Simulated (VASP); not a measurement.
Method: r2SCAN+rVV10, VASP's PBE PAW potentials (set 64) (plane waves; VASP).

VASP input:

**POSCAR**
```
Zn
1
    1.3134506141    -2.2749636063     0.0000000000
    1.3134506141     2.2749636063     0.0000000000
    0.0000000000     0.0000000000     4.7236412095
Zn
2
Direct
  0.3333330000   0.6666670000   0.2500000000
  0.6666670000   0.3333330000   0.7500000000
```

### INCAR
```
EDIFF = 1E-6   # SCF stop (eV)
NSW = 60
NELM = 100   # most electronic steps
LWAVE = F
METAGGA = R2SCAN
SYSTEM = Zn
EDIFFG = -0.01
SIGMA = 0.1
LUSE_VDW = T
ISMEAR = 1   # Methfessel-Paxton
LREAL = F
LMIXTAU = T
BPARAM = 11.95
LMAXMIX = 4
ALGO = Normal   # blocked Davidson
IBRION = 2
ENCUT = 520   # plane-wave cut-off (eV)
CPARAM = 0.0093
ISIF = 3   # ions, shape and volume
PREC = Accurate
LASPH = T   # aspherical one-centre terms
LCHARG = F
```

**KPOINTS**
```
Automatic mesh
0
Gamma
14 14 7
0 0 0
```

POTCAR, in this order: Zn (PBE.64 set). Program: vasp_std.

Problem. What will the output report for the number of irreducible k-points (NKPTS), largest plane-wave count, number of space-group operations, FFT grid (NGX, NGY, NGZ)?

Solution. 
| Property | Value |
|---|---|
| number of irreducible k-points (NKPTS) | 96 |
| largest plane-wave count | 778 |
| number of space-group operations | 24 |
| FFT grid (NGX, NGY, NGZ) | 20 × 20 × 36 |

The compound is Zn in the hcp structure. This run relaxes it. Symmetry was kept, so distortions that lower it aren't found. The start is the result of an earlier pass.
